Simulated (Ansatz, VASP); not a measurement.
# SiC in two plane-wave programs, part 2 of 3

Wanted: the spread between two codes on one cell, functional and k mesh. The cell is taken from a series of runs on this material, whose earlier steps may have relaxed, scaled, displaced or heated it; both programs get it as it stands.

VASP 6.6.1 and Ansatz 0.2.0.

So far: Starting point; Ansatz: zone-centre phonons, LDA.

## 3. VASP: zone-centre phonons, LDA

Level of this step: LDA; plane waves and PAW (C, Si) (VASP).

The same cell, functional (in two slightly different forms) and mesh now go to VASP, with its own data sets.

Lines of VASP's logs that name or quote its potential files are left out, and so is its time.

Input file INCAR:

```
SYSTEM = SiC
PREC = Accurate
ENCUT = 600
EDIFF = 1E-08
NELM = 120
ISMEAR = 0
SIGMA = 0.01
LREAL = .FALSE.
ALGO = Normal
GGA = CA
NBANDS = 24
LORBIT = 11
LWAVE = .FALSE.
LCHARG = .FALSE.
ISIF = 2
IBRION = 8
LEPSILON = .TRUE.
LASPH = .TRUE.
GGA_COMPAT = .FALSE.
EFERMI = MIDGAP
KPAR = 2
```

Input file POSCAR:

```
SiC
1.0
    2.9973327293      0.0000000000      0.0000000000
   -1.4986663647      2.5957662872      0.0000000000
    0.0000000000      0.0000000000     10.0572034417
C Si
4 4
Direct
    0.6666666667      0.3333333333      0.7505822003
    0.3333333333      0.6666666667      0.2505822003
    0.0000000000      0.0000000000      0.5011225940
    0.0000000000      0.0000000000      0.0011225940
    0.6666666667      0.3333333333      0.9371470314
    0.3333333333      0.6666666667      0.4371470314
    0.0000000000      0.0000000000      0.6871471743
    0.0000000000      0.0000000000      0.1871471743
```

Input file KPOINTS:

```
Automatic mesh
0
Gamma
9 9 4
0 0 0
```

The projector-augmented-wave data sets are C and Si (LDA family, release 64).

Run with:

```bash
mpirun -np 2 vasp_std
```

What it wrote:

```text
[banner, memory and clock lines left out]
running    2 mpi-ranks, on    1 nodes
 distrk:  each k-point on    1 cores,    2 groups
 distr:  one band on    1 cores,    1 groups

 POSCAR found type information on POSCAR C Si
 POSCAR found :  2 types and       8 ions
 LDA part: xc-table for (Slater(with rela. corr.)+CA(PZ))
 , standard interpolation
 POSCAR, INCAR and KPOINTS ok, starting setup
 FFT: planning ... GRIDC
 FFT: planning ... GRID_SOFT
 FFT: planning ... GRID
 WAVECAR not read
 entering main loop
       N       E                     dE             d eps       ncg     rms          rms(c)
DAV:   1     0.806875382153E+02    0.80688E+02   -0.16229E+04  1728   0.136E+03
DAV:   2    -0.680169258881E+02   -0.14870E+03   -0.13714E+03  2376   0.213E+02
DAV:   3    -0.752012216766E+02   -0.71843E+01   -0.71361E+01  2304   0.451E+01
DAV:   4    -0.752961936709E+02   -0.94972E-01   -0.94877E-01  2232   0.620E+00
DAV:   5    -0.752979982659E+02   -0.18046E-02   -0.18043E-02  2296   0.804E-01    0.194E+01
DAV:   6    -0.668482110355E+02    0.84498E+01   -0.24263E+01  2200   0.225E+01    0.897E+00
DAV:   7    -0.665311602558E+02    0.31705E+00   -0.24407E+00  2336   0.740E+00    0.348E+00
DAV:   8    -0.664598240521E+02    0.71336E-01   -0.15467E-01  2112   0.194E+00    0.113E+00
DAV:   9    -0.664488750254E+02    0.10949E-01   -0.20587E-02  2216   0.777E-01    0.162E-01
DAV:  10    -0.664489493383E+02   -0.74313E-04   -0.99897E-04  2176   0.184E-01    0.832E-02
DAV:  11    -0.664489565926E+02   -0.72544E-05   -0.35179E-05  2256   0.392E-02    0.262E-02
DAV:  12    -0.664489520879E+02    0.45047E-05   -0.82921E-06  2160   0.151E-02    0.895E-03
DAV:  13    -0.664489514264E+02    0.66147E-06   -0.28315E-06  2232   0.779E-03    0.137E-03
DAV:  14    -0.664489514541E+02   -0.27693E-07   -0.99066E-08  2152   0.204E-03    0.573E-04
DAV:  15    -0.664489514607E+02   -0.66016E-08   -0.27972E-09  1584   0.320E-04
   1 F= -.66448951E+02 E0= -.66448951E+02  d E =0.000000E+00
 Linear response reoptimize wavefunctions to high precision
DAV:   1    -0.664489514621E+02   -0.14315E-08   -0.33132E-10  1536   0.118E-04
DAV:   2    -0.664489514620E+02    0.87311E-10   -0.69112E-11  1472   0.487E-05
 Linear response G [H, r] |phi>, progress :
  Direction:   1
       N       E                     dE             d eps       ncg     rms
RMM:   1    -0.149943400741E+03   -0.14994E+03    0.33055E+01  4469   0.745E+01
RMM:   2    -0.102894894869E+03    0.47049E+02   -0.15439E+01  2968   0.220E+01
RMM:   3    -0.103033481820E+03   -0.13859E+00   -0.29974E-01  3120   0.291E+00
RMM:   4    -0.103035433278E+03   -0.19515E-02   -0.12816E-02  3306   0.489E-01
RMM:   5    -0.103035258764E+03    0.17451E-03   -0.12008E-03  3260   0.101E-01
RMM:   6    -0.103035233260E+03    0.25504E-04   -0.32518E-04  3352   0.261E-02
RMM:   7    -0.103035227169E+03    0.60917E-05   -0.22689E-04  3271   0.964E-03
RMM:   8    -0.103035225604E+03    0.15643E-05   -0.18090E-04  3359   0.586E-03
RMM:   9    -0.103035225485E+03    0.11941E-06   -0.28305E-04  3188   0.490E-03
RMM:  10    -0.103035224953E+03    0.53146E-06   -0.92271E-04  2690   0.470E-03
RMM:  11    -0.103035226295E+03   -0.13412E-05   -0.22910E-04  2435   0.456E-03
RMM:  12    -0.103035226587E+03   -0.29287E-06   -0.45742E-04  2405   0.449E-03
 Linear response G [H, r] |phi>, progress :
  Direction:   2
       N       E                     dE             d eps       ncg     rms
RMM:   1    -0.172305090958E+03   -0.17231E+03   -0.31041E+02  4380   0.709E+01
RMM:   2    -0.129771208162E+03    0.42534E+02   -0.11817E+01  2945   0.199E+01
RMM:   3    -0.129885479843E+03   -0.11427E+00   -0.19033E-01  3071   0.243E+00
RMM:   4    -0.129887672869E+03   -0.21930E-02   -0.67071E-03  3277   0.377E-01
RMM:   5    -0.129887600029E+03    0.72840E-04   -0.55760E-04  3248   0.693E-02
RMM:   6    -0.129887564482E+03    0.35547E-04    0.18388E-05  3323   0.171E-02
RMM:   7    -0.129887555715E+03    0.87667E-05    0.10139E-04  3270   0.720E-03
RMM:   8    -0.129887553808E+03    0.19074E-05   -0.10484E-05  3309   0.531E-03
RMM:   9    -0.129887554241E+03   -0.43254E-06    0.84153E-05  3107   0.493E-03
RMM:  10    -0.129887557010E+03   -0.27691E-05   -0.20055E-05  2567   0.490E-03
RMM:  11    -0.129887554157E+03    0.28523E-05    0.36696E-04  2368   0.482E-03
RMM:  12    -0.129887554793E+03   -0.63520E-06    0.22477E-04  2341   0.480E-03
 Linear response G [H, r] |phi>, progress :
  Direction:   3
       N       E                     dE             d eps       ncg     rms
RMM:   1    -0.188547595669E+03   -0.18855E+03   -0.29003E+02  4465   0.751E+01
RMM:   2    -0.116098220195E+03    0.72449E+02   -0.17082E+01  2941   0.223E+01
RMM:   3    -0.116173820431E+03   -0.75600E-01   -0.32798E-01  3055   0.282E+00
RMM:   4    -0.116169846669E+03    0.39738E-02   -0.31047E-03  3238   0.443E-01
RMM:   5    -0.116169852829E+03   -0.61602E-05    0.49019E-03  3254   0.862E-02
[...]
RMM:  14    -0.142811113960E+00   -0.51235E-08   -0.11416E-06  3031   0.950E-05    0.210E-07
RMM:  15    -0.142811112941E+00    0.10189E-08   -0.10603E-06  2698   0.947E-05    0.735E-08
 first order change of Fermi-energy   0.17168E+00
 force on displaced ion       1 direction 3 :  -0.000   0.000 -28.638
 Born effective charge ion    1 direction 3 :   0.000   0.000  -2.783
 Linear response progress:
[...]
RMM:  15    -0.143109788459E+00   -0.65889E-09   -0.80053E-09  2651   0.826E-05    0.768E-08
 first order change of Fermi-energy   0.32246E+00
 force on displaced ion       3 direction 3 :   0.000  -0.000 -29.097
 Born effective charge ion    3 direction 3 :  -0.000   0.000  -2.845
 Linear response progress:
  Degree of freedom:   5/  8
       N       E                     dE             d eps       ncg     rms          rms(c)
RMM:   1    -0.183255802807E-01   -0.18326E-01   -0.58466E-03 18839   0.795E-01
RMM:   2    -0.150416480690E-01    0.32839E-02   -0.10861E-03 12845   0.208E-01    0.140E-01
RMM:   3    -0.149467716929E-01    0.94876E-04    0.11422E-04 13486   0.566E-02    0.800E-02
RMM:   4    -0.150376528478E-01   -0.90881E-04    0.12613E-04 13007   0.536E-02    0.857E-03
RMM:   5    -0.150380056986E-01   -0.35285E-06   -0.32795E-05 13733   0.113E-02    0.230E-03
RMM:   6    -0.150368604661E-01    0.11452E-05    0.17377E-07 14158   0.152E-03    0.907E-04
RMM:   7    -0.150358247579E-01    0.10357E-05    0.14658E-06 14304   0.396E-04    0.116E-04
RMM:   8    -0.150357235048E-01    0.10125E-06   -0.84700E-08 14391   0.132E-04    0.238E-05
RMM:   9    -0.150357602046E-01   -0.36700E-07    0.14788E-07 14568   0.655E-05    0.351E-06
RMM:  10    -0.150357682609E-01   -0.80563E-08    0.11495E-07 14861   0.461E-05    0.188E-06
RMM:  11    -0.150357699419E-01   -0.16810E-08    0.73915E-08 13653   0.419E-05    0.432E-07
 first order change of Fermi-energy  -0.41685E+00
 force on displaced ion       5 direction 1 : -22.369  -0.000  -0.000
 Born effective charge ion    5 direction 1 :   2.702  -0.000   0.000
 Linear response progress:
  Degree of freedom:   6/  8
       N       E                     dE             d eps       ncg     rms          rms(c)
RMM:   1    -0.482327173851E-01   -0.48233E-01    0.43703E-02  5696   0.128E+00
RMM:   2    -0.376500604186E-01    0.10583E-01   -0.46429E-03  3438   0.397E-01    0.167E-01
RMM:   3    -0.369394934689E-01    0.71057E-03   -0.11332E-03  3708   0.123E-01    0.933E-02
RMM:   4    -0.366828084096E-01    0.25669E-03   -0.55196E-04  3825   0.832E-02    0.303E-02
RMM:   5    -0.366704234067E-01    0.12385E-04   -0.96068E-05  3836   0.274E-02    0.707E-03
RMM:   6    -0.366793541541E-01   -0.89307E-05    0.35265E-07  3675   0.955E-03    0.286E-03
RMM:   7    -0.366809630015E-01   -0.16088E-05   -0.64705E-06  3759   0.310E-03    0.869E-04
RMM:   8    -0.366827993766E-01   -0.18364E-05   -0.53133E-06  3802   0.102E-03    0.281E-04
RMM:   9    -0.366823206985E-01    0.47868E-06   -0.51057E-07  3843   0.245E-04    0.138E-04
RMM:  10    -0.366823186787E-01    0.20198E-08    0.67441E-07  3805   0.177E-04    0.235E-05
RMM:  11    -0.366823477239E-01   -0.29045E-07   -0.37248E-07  3835   0.835E-05    0.772E-06
RMM:  12    -0.366824026968E-01   -0.54973E-07   -0.79934E-07  3886   0.503E-05    0.464E-06
RMM:  13    -0.366823953294E-01    0.73674E-08   -0.11614E-06  3861   0.438E-05    0.880E-07
RMM:  14    -0.366823799904E-01    0.15339E-07   -0.57941E-07  3631   0.419E-05    0.279E-07
RMM:  15    -0.366823743323E-01    0.56581E-08   -0.53210E-07  2743   0.411E-05    0.144E-07
RMM:  16    -0.366823715864E-01    0.27459E-08   -0.49351E-07  2590   0.410E-05    0.389E-08
 first order change of Fermi-energy  -0.29319E+00
 force on displaced ion       5 direction 3 :  -0.000  -0.000 -32.501
 Born effective charge ion    5 direction 3 :   0.000   0.000   2.694
 Linear response progress:
  Degree of freedom:   7/  8
       N       E                     dE             d eps       ncg     rms          rms(c)
RMM:   1    -0.184346875166E-01   -0.18435E-01   -0.57672E-03 18704   0.802E-01
RMM:   2    -0.151479377972E-01    0.32867E-02   -0.17827E-03 12869   0.211E-01    0.139E-01
RMM:   3    -0.150472706898E-01    0.10067E-03   -0.42179E-04 13497   0.572E-02    0.799E-02
RMM:   4    -0.151368922112E-01   -0.89622E-04   -0.39937E-04 13018   0.539E-02    0.845E-03
RMM:   5    -0.150795209158E-01    0.57371E-04    0.22111E-05 13769   0.114E-02    0.235E-03
RMM:   6    -0.150838437923E-01   -0.43229E-05   -0.46153E-07 14184   0.158E-03    0.906E-04
RMM:   7    -0.150831140817E-01    0.72971E-06   -0.85722E-07 14311   0.397E-04    0.135E-04
RMM:   8    -0.150827319149E-01    0.38217E-06    0.22078E-07 14419   0.130E-04    0.246E-05
RMM:   9    -0.150828227204E-01   -0.90805E-07   -0.10932E-07 14517   0.587E-05    0.382E-06
RMM:  10    -0.150828223063E-01    0.41411E-09   -0.26506E-08 14832   0.392E-05    0.207E-06
 first order change of Fermi-energy   0.43491E+00
 force on displaced ion       7 direction 1 : -22.580  -0.001   0.000
 Born effective charge ion    7 direction 1 :   2.714  -0.000  -0.000
 Linear response progress:
  Degree of freedom:   8/  8
       N       E                     dE             d eps       ncg     rms          rms(c)
RMM:   1    -0.502609143289E-01   -0.50261E-01    0.25397E-02  5719   0.128E+00
RMM:   2    -0.377289895264E-01    0.12532E-01   -0.57993E-03  3461   0.403E-01    0.168E-01
RMM:   3    -0.368631951457E-01    0.86579E-03   -0.10192E-03  3731   0.126E-01    0.938E-02
RMM:   4    -0.365517835744E-01    0.31141E-03   -0.14932E-05  3840   0.844E-02    0.311E-02
RMM:   5    -0.365682070227E-01   -0.16423E-04    0.15533E-04  3835   0.285E-02    0.748E-03
RMM:   6    -0.366068199273E-01   -0.38613E-04   -0.31696E-05  3675   0.100E-02    0.301E-03
RMM:   7    -0.366039999815E-01    0.28199E-05    0.65148E-06  3754   0.332E-03    0.933E-04
RMM:   8    -0.366070275688E-01   -0.30276E-05   -0.20210E-06  3783   0.107E-03    0.323E-04
RMM:   9    -0.366067617273E-01    0.26584E-06    0.14709E-06  3843   0.273E-04    0.150E-04
RMM:  10    -0.366068344614E-01   -0.72734E-07    0.16708E-06  3783   0.195E-04    0.247E-05
RMM:  11    -0.366067871091E-01    0.47352E-07    0.23692E-06  3841   0.945E-05    0.766E-06
RMM:  12    -0.366068641616E-01   -0.77052E-07    0.15756E-06  3882   0.566E-05    0.442E-06
RMM:  13    -0.366069001528E-01   -0.35991E-07    0.12953E-06  3850   0.490E-05    0.112E-06
RMM:  14    -0.366069016978E-01   -0.15450E-08    0.13306E-06  3724   0.474E-05    0.270E-07
RMM:  15    -0.366069085702E-01   -0.68724E-08    0.13052E-06  2812   0.464E-05    0.134E-07
RMM:  16    -0.366069123324E-01   -0.37622E-08    0.12086E-06  2574   0.462E-05    0.519E-08
 first order change of Fermi-energy  -0.20092E+00
 force on displaced ion       7 direction 3 :   0.000  -0.000 -32.720
 Born effective charge ion    7 direction 3 :   0.000   0.000   2.935
 Born effective charges drift removed
 Linear response finished
```

(Part 2 of 3 ends here.)

[Lines on the potential files, build, host, timing and source positions are cut from VASP's logs without a mark.]

[Logs are printed without paths, hosts, clocks, repeated set-up lines and the standing remarks that a program may print on its own settings, such as how far it seeks lower states.]

[Hosts, paths, dates, database ids (printed as entryN), source tags and the programs' standing remarks are cut or masked in the printed files.]
